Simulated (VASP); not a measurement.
An input for Ansatz (written as the equivalent of a VASP run, and not itself run):

Ansatz 0.2 input:
```yaml
crystal:
  lattice:
    - [0.0000000, 3.3206167, 3.3206167]
    - [3.3206167, 0.0000000, 3.3206167]
    - [3.3206167, 3.3206167, 0.0000000]
  atoms:
    - { symbol: Cd, position: [0.0000000, 0.0000000, 0.0000000] }
    - { symbol: Te, position: [0.2500000, 0.2500000, 0.2500000] }
kpoints:
  mp_grid: { grid: [6, 6, 6] }
hamiltonian:
  xc: pbe
  pseudopotentials: { kind: paw }
scf:
  occupations: { method: gaussian, width: 0.05 }
  max_iter: 100
output: { forces: true, stress: true, eigenvalues: true }
```

Question: Write the VASP files for the same calculation (PBE).

Answer: Several could match; the one computed here: 
File POSCAR:
```
CdTe
1.0
  0.0000000000   3.3206167371   3.3206167371
  3.3206167371   0.0000000000   3.3206167371
  3.3206167371   3.3206167371   0.0000000000
Cd Te
1 1
Cartesian
  0.0000000000   0.0000000000   0.0000000000
  1.6603083685   1.6603083685   1.6603083685
```

INCAR:
```
SIGMA=0.05   # width (eV)
LWAVE=.FALSE.
ISMEAR=0   # Gaussian
LASPH=.TRUE.
ISIF=2
EDIFF=1E-7   # SCF stop (eV)
PREC=Accurate
LREAL=.FALSE.   # projection in real space or not
NELM=100   # most electronic steps
GGA=PE   # PBE
LCHARG=.FALSE.
ALGO=Normal   # blocked Davidson
SYSTEM=CdTe
ENCUT=480
LMAXMIX=4
```

File KPOINTS:
```
Regular mesh
0
gamma
 6 6 6
```

POTCAR, in this order: Cd Te (PBE.64 set). Program: vasp_std.

What does not carry over: each code has its own PAW files, so the cut-off isn't converted (ENCUT is set for VASP's; basis.ecutwfc is left out, and Ansatz then takes the one that its files recommend); Ansatz stops its SCF on the density residual and VASP on the energy change (EDIFF).

The compound is CdTe in the zinc blende structure. This cell was strained or had an atom moved on purpose.
